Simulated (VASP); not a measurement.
MgS is modelled in the cubic space group Fm-3m (No. 225), the rock salt structure, Pearson symbol cF8. Lattice parameters: a = b = c = 5.187 Å, α = β = γ = 90.00°. Mg on 4a has 6 S at 2.593 Å (octahedral). S on 4b sees 6 Mg at 2.593 Å (octahedral). (Neighbours: up to the widest gap in distance over summed covalent radii, below 1.35, at either atom; cation-cation and far metal-metal contacts left out.)
(The calculation used a cell of 2 atoms; values per cell refer to that cell.)

These are AM05 GGA, VASP's PBE PAW potentials (set 64) (plane waves; VASP) values and carry that method's errors. Numerical set-up: 520 eV cut-off, 9×9×9 Γ-centred mesh, Gaussian smearing of 0.050 eV, potentials Mg S.

### Question
Give the energy at these volumes per atom, relative to the lowest: 16.39, 16.91, 17.43, 17.96, 18.48 Å³.

### Answer
17.0, 4.1, 0.0, 3.5, 13.5 meV/atom. A third-order Birch-Murnaghan fit gives B0 = 77.0 GPa and B0′ = 4.1.

Measured: bulk modulus 81.0 GPa at 0 K (computed value off by -5.0 %), a 5.188 Å at 0 K (computed value off by -0.0 %), as given by Tamar Goldzak et al., The Journal of Chemical Physics (2022), arXiv:2208.04865 [corrected for zero-point motion].

The compound is MgS in the rock salt structure. It was relaxed first.
